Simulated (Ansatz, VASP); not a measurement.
# Al20Ag5S31 (Ag_S1) in two plane-wave programs

Wanted: the spread between two codes on one cell, functional and k mesh. The structure shown is the end of the VASP relaxation below.

Main program and level: Ansatz 0.2.0; plane waves, with VASP 6.6.1 beside it; single point at PBEsol.

### Step 1. The structure

The cell holds 56 atoms: 20 Al, 5 Ag and 31 S. Cell: a = 10.067 Å, b = 10.067 Å, c = 10.067 Å, α = 90.0°, β = 90.0°, γ = 90.0°. It derives from Al5AgS8 (Al5AgS8 (F-43m)). Nearest the centre at fractional (0.633, 0.633, 0.633): Ag25 at 0.19 Å, Al4 at 2.49 Å, Al12 at 2.50 Å, Al16 at 2.50 Å, Al20 at 2.65 Å, S56 at 3.45 Å, S52 at 3.45 Å, S45 at 3.45 Å. The cell carries charge −2.

### Step 2. VASP: relaxation, PBEsol

This run makes the geometry at which the two programs are then compared.

Lines of VASP's logs that name or quote its potential files are left out, and so is its time.

The input, INCAR:

```
SYSTEM = Al20Ag5S31
PREC = Normal
ENCUT = 300
EDIFF = 1E-05
NELM = 120
ISMEAR = 0
SIGMA = 0.05
LREAL = Auto
ALGO = Fast
GGA = PS
NELECT = 303
ISPIN = 2
MAGMOM = 0 0 0 0.6 0 0 0 0 0 0 0 0.6 0 0 0 0 0 0 0 0.6 0 0 0 0 0.6 0 0 0 0 0 0 0 0 0 0 0 0 0 0 0 0 0 0 0 0 0 0 0 0 0 0 0 0 0 0 0
LMAXMIX = 4
LORBIT = 11
LWAVE = True
LCHARG = .FALSE.
NCORE = 4
IBRION = 2
NSW = 50
ISIF = 2
EDIFFG = -0.03
POTIM = 0.4
MAXMIX = 40
ISYM = 0
```

The input, POSCAR:

```
Al20Ag5S31
1.0
   10.0673453480      0.0000000000      0.0000000000
    0.0000000000      0.0000000000    -10.0673453480
    0.0000000000     10.0673453480      0.0000000000
Al Ag S
20 5 31
Direct
    0.1185261100      0.3814738900      0.6185261100
    0.1185261100      0.8814738900      0.1185261100
    0.6185261100      0.3814738900      0.1185261100
    0.6284284200      0.8825247100      0.6191989300
    0.3814738900      0.3814738900      0.8814738900
    0.3814738900      0.8814738900      0.3814738900
    0.8814738900      0.3814738900      0.3814738900
    0.8814738900      0.8814738900      0.8814738900
    0.3814738900      0.1185261100      0.6185261100
    0.3814738900      0.6185261100      0.1185261100
    0.8814738900      0.1185261100      0.1185261100
    0.8832033000      0.6165292400      0.6187988200
    0.1185261100      0.1185261100      0.8814738900
    0.1185261100      0.6185261100      0.3814738900
    0.6185261100      0.1185261100      0.3814738900
    0.6183689200      0.6162988800      0.8856624800
    0.0000000000      0.0000000000      0.5000000000
    0.0000000000      0.5000000000      0.0000000000
    0.5000000000      0.0000000000      0.0000000000
    0.4925683700      0.4985357600      0.5020565200
    0.2500000000      0.2500000000      0.2500000000
    0.2500000000      0.7500000000      0.7500000000
    0.7500000000      0.2500000000      0.7500000000
    0.7500000000      0.7500000000      0.2500000000
    0.6350335200      0.6343328200      0.6409393200
    0.3861298300      0.1138701700      0.3861298300
    0.3861298300      0.6138701700      0.8861298300
    0.8861298300      0.1138701700      0.8861298300
    0.8861298300      0.6138701700      0.3861298300
    0.1138701600      0.1138701700      0.1138701600
    0.1138701600      0.6138701700      0.6138701600
    0.6138701600      0.1138701700      0.6138701600
    0.6138701600      0.6138701700      0.1138701600
    0.1138701600      0.3861298400      0.3861298300
    0.1138701600      0.8861298400      0.8861298300
    0.6138701600      0.3861298400      0.8861298300
    0.6138701600      0.8861298400      0.3861298300
    0.3861298300      0.3861298400      0.1138701600
    0.3861298300      0.8861298400      0.6138701600
    0.8861298300      0.3861298400      0.6138701600
    0.8861298300      0.8861298400      0.1138701600
    0.3664006400      0.1335993600      0.8664006400
    0.3664006400      0.6335993600      0.3664006400
    0.8664006400      0.1335993600      0.3664006400
    0.8664006400      0.6335993600      0.8664006400
    0.1335993600      0.1335993600      0.6335993600
    0.1335993600      0.6335993600      0.1335993600
    0.6335993600      0.1335993600      0.1335993600
    0.1335993600      0.3664006400      0.8664006400
    0.1335993600      0.8664006400      0.3664006400
    0.6335993600      0.3664006400      0.3664006400
    0.6335993600      0.8664006400      0.8664006400
    0.3664006400      0.3664006400      0.6335993600
    0.3664006400      0.8664006400      0.1335993600
    0.8664006400      0.3664006400      0.1335993600
    0.8664006400      0.8664006400      0.6335993600
```

The input, KPOINTS:

```
Automatic mesh
0
Gamma
1 1 1
0 0 0
```

PAW data sets: Al, Ag and S (PBE family, release 64).

Run with:

```sh
mpirun -np 4 vasp_gam
```

Numbers of over 12 decimals in the logs are rounded to 6 here.

Output:

```text
[banner, memory and clock lines left out]
running    4 mpi-ranks, on    1 nodes
[...]
|                                                                             |
|               ----> ADVICE to this user running VASP <----                  |
|                                                                             |
|     You enforced a specific xc type in the INCAR file but a different       |
|     [... a line on the potential file left out ...]
|     I HOPE YOU KNOW WHAT YOU ARE DOING!                                     |
|                                                                             |

 LDA part: xc-table for (Slater+PW92), standard interpolation
 POSCAR, INCAR and KPOINTS ok, starting setup
[...]
entering main loop
       N       E                     dE             d eps       ncg     rms          rms(c)
DAV:   1     0.181045076306E+04    0.18105E+04   -0.10813E+05   728   0.991E+02
DAV:   2    -0.821300208710E+02   -0.18926E+04   -0.18038E+04   936   0.244E+02
[...]
[... from here on, the cycles between the ionic steps are left out ...]
   2 F= -.27022508E+03 E0= -.27021153E+03  d E =-.295476E+00  mag=     1.3347
  19 F= -.27074577E+03 E0= -.27074526E+03  d E =-.381767E-02  mag=     0.9898
  20 F= -.27074662E+03 E0= -.27074614E+03  d E =-.467005E-02  mag=     0.9909
  21 F= -.27074871E+03 E0= -.27074828E+03  d E =-.208820E-02  mag=     0.9920
  22 F= -.27074872E+03 E0= -.27074830E+03  d E =-.209817E-02  mag=     0.9922
  23 F= -.27075002E+03 E0= -.27074964E+03  d E =-.130661E-02  mag=     0.9928
  24 F= -.27075002E+03 E0= -.27074963E+03  d E =-.130084E-02  mag=     0.9928
  25 F= -.27075002E+03 E0= -.27074964E+03  d E =-.130534E-02  mag=     0.9928
  26 F= -.27075113E+03 E0= -.27075075E+03  d E =-.110289E-02  mag=     0.9930
  27 F= -.27075114E+03 E0= -.27075077E+03  d E =-.112164E-02  mag=     0.9930
  28 F= -.27075114E+03 E0= -.27075076E+03  d E =-.111310E-02  mag=     0.9930
  29 F= -.27075114E+03 E0= -.27075076E+03  d E =-.111938E-02  mag=     0.9931
  30 F= -.27075177E+03 E0= -.27075140E+03  d E =-.624620E-03  mag=     0.9932
 trial-energy change:   -0.000625  1 .order   -0.000583   -0.000959   -0.000207
 step:   3.8182(harm=  4.0691)  dis= 0.00583  next Energy=  -270.751788 (dE=-0.645E-03)
 reached required accuracy - stopping structural energy minimisation
 writing wavefunctions
```

OUTCAR, selected parts (step 2):

```text
  FREE ENERGIE OF THE ION-ELECTRON SYSTEM (eV)
  ---------------------------------------------------
  free  energy   TOTEN  =      -270.7517668160 eV

  energy  without entropy=     -270.7510324841  energy(sigma->0) =     -270.75139965

 reached required accuracy - stopping structural energy minimisation

 magnetization (x)
# of ion       s       p       d       tot
------------------------------------------
    1        0.000  -0.000   0.000   0.000
    2       -0.000  -0.000   0.000  -0.000
    3        0.000  -0.000   0.000   0.000
    4       -0.000   0.000   0.000   0.000
    5        0.022   0.004   0.000   0.026
    6        0.022   0.004   0.000   0.026
    7        0.022   0.004   0.000   0.026
    8        0.025   0.005   0.000   0.031
    9        0.000  -0.000   0.000   0.000
   10        0.000  -0.000   0.000   0.000
   11       -0.000  -0.000   0.000  -0.000
   12       -0.000   0.000   0.000   0.000
   13       -0.000  -0.000   0.000  -0.000
[...]
--------------------------------------------------
tot          0.255   0.075   0.048   0.379

[... 1 further part left out ...]
```

The cell is charged against a uniform background.

[end of part 1 of 2]

[Lines on the potential files, build, host, timing and source positions are cut from VASP's logs without a mark.]

[Logs are printed without paths, hosts, clocks, repeated set-up lines and the standing remarks that a program may print on its own settings, such as how far it seeks lower states.]

[Hosts, paths, dates, database ids (printed as entryN), source tags and the programs' standing remarks are cut or masked in the printed files.]
